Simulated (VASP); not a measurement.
Set up this calculation in VASP 6.6.1, as the native input.

```yaml
Task: relaxation of the atoms
Functional: PBE
Potentials_or_basis: VASP PAW PBE potentials, release 64 (F, C, I, H)
Cutoff: 520 eV
k_mesh: 1 × 1 × 1
Occupations: gaussian, width 0.01 eV
Spin: no spin polarisation
Further_INCAR_settings: ALGO = Normal; EDIFF = 1e-07; IBRION = 2; EDIFFG = -0.01; NSW = 60
```

The structure of FC2IH2 lies in POSCAR:

```
H2C2IF
1.0
   12.0000000000      0.0000000000      0.0000000000
    0.0000000000     11.0000000000      0.0000000000
    0.0000000000      0.0000000000     13.0000000000
F C I H
1 2 1 2
Direct
    0.4004200000      0.4497220000      0.3827740000
    0.4447450000      0.4785280000      0.4725260000
    0.5475220000      0.5132790000      0.4812450000
    0.6166130000      0.5532660000      0.6228830000
    0.3845470000      0.4639480000      0.5370900000
    0.6023590000      0.5241500000      0.4145750000
```

The cell isn't the ideal one: atoms moved at random, drawn with an rms of 0.02 Å.

One way to write it, as run:

INCAR

```
SYSTEM = H2C2IF
PREC = Accurate ; ENCUT = 520
EDIFF = 1E-7 ; ISMEAR = 0
SIGMA = 0.01 ; LREAL = .False.
LASPH = .True. ; NELM = 80
ALGO = Normal ; ISIF = 2
LWAVE = .False. ; LCHARG = .False.
GGA = PE ; IBRION = 2
NSW = 60 ; EDIFFG = -0.01
```

KPOINTS

```
Automatic mesh
0
Gamma
  1 1 1
  0 0 0
```

Potentials or basis: VASP PAW PBE potentials, release 64 (F, C, I, H).

The run is started by

```sh
$ cat potpaw_PBE.64/F/POTCAR potpaw_PBE.64/C/POTCAR potpaw_PBE.64/I/POTCAR potpaw_PBE.64/H/POTCAR > POTCAR
$ mpirun -np 1 vasp_gam > vasp.out
```

Results of the run:

```
Energy gained by relaxing       : 15.6 meV/atom
Ionic steps                     : 32
Largest force after relaxing    : 0.006 eV/Å
Gap between the frontier levels : 3.97 eV
```

Caveat: spin-orbit coupling is left out, which moves the levels of the heavy elements.

Wall time 47 min on 1 thread of Intel(R) Xeon(R) Platinum 8488C (Sapphire Rapids), on a shared host, peak memory 1.5 GiB.
